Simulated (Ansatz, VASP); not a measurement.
**One calculation of BeCr3, two programs**

```
Cr Be
1.0
     3.51121    0.00000    0.00000
     0.00000    3.51121    0.00000
     0.00000    0.00000    3.51121
Cr Be
3 1
Cartesian
  1.7556 1.7556 0.0000
  1.7556 0.0000 1.7556
  0.0000 1.7556 1.7556
  0.0000 0.0000 0.0000
```

The cell comes from a database or a generator and needn't be the stable form of this composition.

Alike in both runs: task relaxation of cell and atoms; functional PBEsol; k mesh 6 × 6 × 6; occupations fermi-dirac, width 0.05 eV; collinear spin, ferromagnetic start; Hubbard terms Cr d U = 3 eV.

|  | VASP | Ansatz |
| --- | --- | --- |
| version | VASP 6.6.1 | Ansatz 0.2.0 |
| potentials or method | VASP PAW PBE potentials, release 64 (Cr_pv, Be) | Ansatz PAW |
| plane-wave cutoff (eV) | 600 | 420 |
| valence electrons in the cell | 38 | 44 |

VASP gave:

| Quantity | Value |
| --- | --- |
| gap on the k mesh at the Fermi level, each at its own relaxed structure (eV) | none |
| net moment per atom (μB) | 3.04 |
| size of the moment on the site where the two differ most (μB) | 3.79 |
| relaxed volume (Å³/atom) | 15.48 |
| relaxed cell length with the largest relative difference (Å) | 3.956 |
| energy change over the relaxation (meV/atom) | -310 |

What did Ansatz give for the same quantities?

gap on the k mesh at the Fermi level, each at its own relaxed structure (eV): none; net moment per atom (μB): 0.97; size of the moment on the site where the two differ most (μB): 3.60; relaxed volume (Å³/atom): 14.50; relaxed cell length with the largest relative difference (Å): 3.291; energy change over the relaxation (meV/atom): -973.

The net moments differ so much that the two runs ended in different magnetic states, which moves the other rows too. Site moments also hang on the region over which each program counts them. The programs project onto different local orbitals, so the same U acts differently. A gap of «none» marks a metal or a gap that the smearing closes. The two sets of potentials don't hold the same shells in valence.

Caveats: the electronic state changed during the relaxation; the volume moved by over 15 % at a fixed basis, so the end points are rough; the U is typed as a test and isn't derived for this compound; the PAW data sets were made with another functional, which shifts forces and pressure a little (VASP); the magnetic or orbital state may not be the lowest (Ansatz); the plane-wave basis is chosen anew once the cell has moved, so the energies of steps on either side of that aren't comparable (Ansatz); the PAW data sets come from PBE, with cores solved anew for the run's functional, which leaves a small shift of forces and pressure (Ansatz). The state reached can hang on the start; a lower one may exist.
